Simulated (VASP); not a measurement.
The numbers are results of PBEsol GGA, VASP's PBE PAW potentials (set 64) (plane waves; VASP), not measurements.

The input files of a VASP run:

File POSCAR:
```
MgI2 monolayer
1
    4.1452245843    -0.0000000000     0.0000000000
   -2.0726122921     3.5898693830    -0.0000000000
    0.0000000000     0.0000000000    19.6171549127
I Mg
2 1
Direct
  0.6666670000   0.3333330000   0.4150607399
  0.3333330000   0.6666670000   0.5849392601
  0.0000000000   0.0000000000   0.5000000000
```

INCAR:
```
SYSTEM = MgI2 monolayer
PREC = Normal
ENCUT = 400
EDIFF = 1E-6
NELM = 100
ALGO = Normal
LREAL = .FALSE.
LASPH = .TRUE.
ISMEAR = 0
SIGMA = 0.05
GGA = PS
LMAXMIX = 4
LWAVE = .FALSE.
LCHARG = .FALSE.
NELMIN = 4
LVHAR = .TRUE.
LORBIT = 11
```

File KPOINTS:
```
Automatic mesh
0
Gamma
12 12 1
0 0 0
```

POTCAR, in this order: I Mg (PBE.64 set). Program: vasp_std. Read from the step before: WAVECAR.

The run wrote:

### OSZICAR
```
       N       E                     dE             d eps       ncg     rms          rms(c)
DAV:   1    -0.839994504057E+01   -0.83999E+01   -0.25880E-04   508   0.288E-01    0.503E-03
DAV:   2    -0.839994455662E+01    0.48395E-06   -0.84009E-07   404   0.785E-03    0.911E-04
DAV:   3    -0.839994432019E+01    0.23644E-06   -0.35097E-07   384   0.410E-03    0.839E-04
DAV:   4    -0.839994423369E+01    0.86497E-07   -0.79473E-08   380   0.183E-03
   1 F= -.83999442E+01 E0= -.83999442E+01  d E =-.246619E-16
```

OUTCAR:
```
------------------------ aborting loop because EDIFF is reached ----------------------------------------
  FORCE on cell =-STRESS in cart. coord.  units (eV):
  Direction    XX          YY          ZZ          XY          YZ          ZX
  --------------------------------------------------------------------------------------
  Total       -0.1924065     -0.1924065     -0.0828814     -0.0000000      0.0000000      0.0000000
  in kB       -1.0560090     -1.0560088     -0.4548887     -0.0000000      0.0000000      0.0000000
  external PRESSURE =      -0.8556355 kB  Pullay stress =       0.0000000 kB
  volume of cell :      291.92
      direct lattice vectors                 reciprocal lattice vectors
     4.145224584  0.000000000  0.000000000     0.241241453  0.139280834  0.000000000
    -2.072612292  3.589869383  0.000000000     0.000000000  0.278561667  0.000000000
     0.000000000  0.000000000 19.617154913     0.000000000  0.000000000  0.050975792
 POSITION                                       TOTAL-FORCE (eV/Angst)
 -----------------------------------------------------------------------------------
      2.07261      1.19662      8.14231        -0.000000      0.000000      0.022478
     -0.00000      2.39325     11.47484         0.000000     -0.000000     -0.022478
      0.00000      0.00000      9.80858        -0.000000      0.000000     -0.000000
 -----------------------------------------------------------------------------------
    total drift:                                0.000000      0.000000      0.000000
  FREE ENERGIE OF THE ION-ELECTRON SYSTEM (eV)
  ---------------------------------------------------
  free  energy   TOTEN  =        -8.3999442337 eV

  energy  without entropy=       -8.3999442337  energy(sigma->0) =       -8.39994423

 total charge

# of ion       s       p       d       tot
------------------------------------------
    1        1.504   2.814   0.012   4.330
    2        1.504   2.814   0.012   4.330
    3        0.139   0.113   0.028   0.280
--------------------------------------------------
tot          3.146   5.742   0.053   8.940
```
(Selected blocks of OUTCAR.)

The cell is a sheet with vacuum, built from MgI2 (1T layered).
